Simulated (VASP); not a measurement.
# GaGe3 (Pm-3m) in VASP: equation of state, part 2 of 2

VASP 6.6.1.

### 5 Equation of state, PBEsol, 19.97 Å³/atom (volume scaled by 1.02)

INCAR

```
SYSTEM = GaGe3
ALGO = Normal
EDIFF = 1E-7
ENCUT = 520
GGA = PS
ISIF = 2
ISMEAR = -1
LASPH = .True.
LCHARG = .False.
LREAL = .False.
LWAVE = .False.
NBANDS = 36
NELM = 100
PREC = Accurate
SIGMA = 0.05
```

KPOINTS

```
k-points
0
Gamma
  6 6 6
  0 0 0
```

POSCAR

```
GaGe3
1.0
    4.3068010377      0.0000000000      0.0000000000
    0.0000000000      4.3068010377      0.0000000000
    0.0000000000      0.0000000000      4.3068010377
Ge Ga
3 1
Direct
    0.5000000000      0.5000000000      0.0000000000
    0.5000000000      0.0000000000      0.5000000000
    0.0000000000      0.5000000000      0.5000000000
    0.0000000000      0.0000000000      0.0000000000
```

Potentials or basis: VASP PAW PBE potentials, release 64 (Ge_d, Ga_d).

Launch:

```console
cat potpaw_PBE.64/Ge_d/POTCAR potpaw_PBE.64/Ga_d/POTCAR > POTCAR
mpirun -np 1 vasp_std > vasp.out
```

OUTCAR:

```text
SYSTEM = GaGe3
   EDIFF = 1E-7
   ENCUT = 520
   GGA = PS
   ISIF = 2
   ISMEAR = -1
   LASPH = .True.
   LREAL = .False.
   NELM = 100
   PREC = Accurate

 Found     20 irreducible k-points:

 Following reciprocal coordinates:
            Coordinates               Weight
  0.000000  0.000000  0.000000      1.000000
  0.166667  0.000000  0.000000      6.000000
  0.333333  0.000000  0.000000      6.000000
  0.500000  0.000000  0.000000      3.000000
  0.166667  0.166667  0.000000     12.000000
  0.333333  0.166667  0.000000     24.000000
   k-points           NKPTS =     20   k-points in BZ     NKDIM =     20   number of bands    NBANDS=     36
   number of dos      NEDOS =    301   number of ions     NIONS =      4
   total plane-waves  NPLWV =  32768
   dimension x,y,z NGX =    32 NGY =   32 NGZ =   32
   dimension x,y,z NGXF=    64 NGYF=   64 NGZF=   64
   ions per type =               3   1
   NGX,Y,Z   is equivalent  to a cutoff of  12.35, 12.35, 12.35 a.u.
   NGXF,Y,Z  is equivalent  to a cutoff of  24.70, 24.70, 24.70 a.u.
 SYSTEM =  GaGe3
   PREC   = accura    normal or accurate (medium, high low for compatibility)
   ISTART =      0    job   : 0-new  1-cont  2-samecut
   ICHARG =      2    charge: 1-file 2-atom 10-const
[... 54 lines left out ...]
 E-fermi :   5.7927     XC(G=0): -11.0825

 val. band max:        5.7829207139   @ k =   0.5000   0.0000   0.0000
 cond. band min:       5.7972989445   @ k =   0.3333   0.0000   0.0000
 fundamental gap:      0.0143782307
 Fermi energy:         5.7926738494

 k-point     1 :       0.0000    0.0000    0.0000
  band No.  band energies     occupation
      1     -18.9060      2.00000
      2     -18.9060      2.00000
      3     -18.9060      2.00000
      4     -18.8959      2.00000
      5     -18.8646      2.00000
      6     -18.8646      2.00000
[... 223 lines left out ...]
     35      11.3203      0.00000
     36      14.0173      0.00000

 [... further k-points ...]

------------------------ aborting loop because EDIFF is reached ----------------------------------------

  FORCE on cell =-STRESS in cart. coord.  units (eV):
  Direction    XX          YY          ZZ          XY          YZ          ZX
  --------------------------------------------------------------------------------------
  -------------------------------------------------------------------------------------
  Total       -2.1705081     -2.1705081     -2.1705081     -0.0000000      0.0000000     -0.0000000
  in kB      -43.5318944    -43.5318944    -43.5318944     -0.0000000      0.0000000     -0.0000000
  external PRESSURE =     -43.5318944 kB  Pullay stress =       0.0000000 kB

 VOLUME and BASIS-vectors are now :
 -----------------------------------------------------------------------------
  energy-cutoff  :      520.00
  volume of cell :       79.88
      direct lattice vectors                 reciprocal lattice vectors
     4.306801038  0.000000000  0.000000000     0.232190898  0.000000000  0.000000000
     0.000000000  4.306801038  0.000000000     0.000000000  0.232190898  0.000000000
     0.000000000  0.000000000  4.306801038     0.000000000  0.000000000  0.232190898

 POSITION                                       TOTAL-FORCE (eV/Angst)
 -----------------------------------------------------------------------------------
      2.15340      2.15340      0.00000         0.000000      0.000000      0.000000
      2.15340      0.00000      2.15340         0.000000      0.000000      0.000000
      0.00000      2.15340      2.15340         0.000000      0.000000      0.000000
      0.00000      0.00000      0.00000         0.000000      0.000000      0.000000
 -----------------------------------------------------------------------------------
    total drift:                                0.000000     -0.000000     -0.000000

  FREE ENERGIE OF THE ION-ELECTRON SYSTEM (eV)
  ---------------------------------------------------
  free  energy   TOTEN  =       -17.1699755932 eV

  energy  without entropy=      -17.1477134564  energy(sigma->0) =      -17.15884452
```

OSZICAR:

```text
N       E                     dE             d eps       ncg     rms          rms(c)
DAV:   1     0.437947399658E+03    0.43795E+03   -0.26935E+04  1704   0.403E+03
DAV:   2     0.651283948332E+02   -0.37282E+03   -0.36293E+03  1448   0.776E+02
DAV:   3    -0.129592443475E+02   -0.78088E+02   -0.77267E+02  1624   0.204E+02
DAV:   4    -0.171603603320E+02   -0.42011E+01   -0.41671E+01  1660   0.530E+01
DAV:   5    -0.172552032257E+02   -0.94843E-01   -0.94785E-01  1676   0.906E+00    0.196E+00
DAV:   6    -0.171897561738E+02    0.65447E-01   -0.12681E-01  1784   0.418E+00    0.101E+00
DAV:   7    -0.171711965631E+02    0.18560E-01   -0.38718E-02  1904   0.193E+00    0.188E-01
DAV:   8    -0.171699870252E+02    0.12095E-02   -0.41194E-03  1568   0.746E-01    0.516E-02
DAV:   9    -0.171699686999E+02    0.18325E-04   -0.23563E-04  1932   0.163E-01    0.268E-02
DAV:  10    -0.171699770722E+02   -0.83723E-05   -0.23596E-05  1556   0.563E-02    0.452E-03
DAV:  11    -0.171699757055E+02    0.13667E-05   -0.69003E-06  1656   0.353E-02    0.757E-04
DAV:  12    -0.171699755785E+02    0.12705E-06   -0.32800E-07  1328   0.434E-03    0.356E-04
DAV:  13    -0.171699755932E+02   -0.14752E-07   -0.19686E-08   840   0.173E-03
   1 F= -.17169976E+02 E0= -.17158845E+02  d E =-.222621E-01
```

stdout:

```text
POSCAR found type information on POSCAR GeGa
 POSCAR found :  2 types and       4 ions
 scaLAPACK will be used
 -----------------------------------------------------------------------------
|                                                                             |
|                                                                             |
|     You enforced a specific xc type in the INCAR file but a different       |
|     I HOPE YOU KNOW WHAT YOU ARE DOING!                                     |
|                                                                             |
 -----------------------------------------------------------------------------

 LDA part: xc-table for (Slater+PW92), standard interpolation
 POSCAR, INCAR and KPOINTS ok, starting setup
 FFT: planning ... GRIDC
 FFT: planning ... GRID_SOFT
 FFT: planning ... GRID
 WAVECAR not read
 entering main loop
```

Run time: 15 s. Hardware: 1 thread of Intel Xeon 6975P-C (Granite Rapids), shared host; peak memory 0.2 GiB.

Results:

* Free energy: -17.1700 eV
* Pressure: -4.4 GPa
* Band gap on the k mesh: none (metal or under the smearing width)

Caveat: the PAW data sets were made with another functional, which shifts forces and pressure a little.

### 6 Equation of state, PBEsol, 20.36 Å³/atom (volume scaled by 1.04)

INCAR is that of step 5.

KPOINTS is that of step 5.

POSCAR

```
GaGe3
1.0
    4.3347680618      0.0000000000      0.0000000000
    0.0000000000      4.3347680618      0.0000000000
    0.0000000000      0.0000000000      4.3347680618
Ge Ga
3 1
Direct
    0.5000000000      0.5000000000      0.0000000000
    0.5000000000      0.0000000000      0.5000000000
    0.0000000000      0.5000000000      0.5000000000
    0.0000000000      0.0000000000      0.0000000000
```

Potentials or basis: VASP PAW PBE potentials, release 64 (Ge_d, Ga_d).

Launch:

```console
cat potpaw_PBE.64/Ge_d/POTCAR potpaw_PBE.64/Ga_d/POTCAR > POTCAR
mpirun -np 1 vasp_std > vasp.out
```

It took 15 s on 1 thread of Intel Xeon 6975P-C (Granite Rapids), shared host; peak memory 0.2 GiB.

Results (log left out):

```
Free energy            : -17.1236 eV
Pressure               : -5.2 GPa
Band gap on the k mesh : none (metal or under the smearing width)
```

Caveat: the PAW data sets were made with another functional, which shifts forces and pressure a little.

### 7 Equation of state, PBEsol, 20.75 Å³/atom (volume scaled by 1.06)

INCAR is that of step 6.

KPOINTS is that of step 6.

POSCAR

```
GaGe3
1.0
    4.3623787939      0.0000000000      0.0000000000
    0.0000000000      4.3623787939      0.0000000000
    0.0000000000      0.0000000000      4.3623787939
Ge Ga
3 1
Direct
    0.5000000000      0.5000000000      0.0000000000
    0.5000000000      0.0000000000      0.5000000000
    0.0000000000      0.5000000000      0.5000000000
    0.0000000000      0.0000000000      0.0000000000
```

Launch:

```console
cat potpaw_PBE.64/Ge_d/POTCAR potpaw_PBE.64/Ga_d/POTCAR > POTCAR
mpirun -np 1 vasp_std > vasp.out
```

It took 15 s on 1 thread of Intel Xeon 6975P-C (Granite Rapids), shared host; peak memory 0.2 GiB.

It converged, with:

```
Free energy            : -17.0694 eV
Pressure               : -6.0 GPa
Band gap on the k mesh : none (metal or under the smearing width)
```

Caveat: the PAW data sets were made with another functional, which shifts forces and pressure a little.

### 8 Equation of state, PBEsol

No new run: the results of the series are fitted here.

What came out:

```
Equilibrium volume                      : 18.49 Å³/atom
Bulk modulus                            : 67 GPa
Pressure derivative of the bulk modulus : 4.6
```

Energy against volume, from the lowest point:
```
volume (Å³/atom)  energy (meV/atom)
          18.405               0.00
          18.796               0.96
          19.188               5.07
          19.580              11.96
          19.971              21.35
          20.363              32.94
          20.754              46.49
```

Caveat: the PAW data sets were made with another functional, which shifts forces and pressure a little.
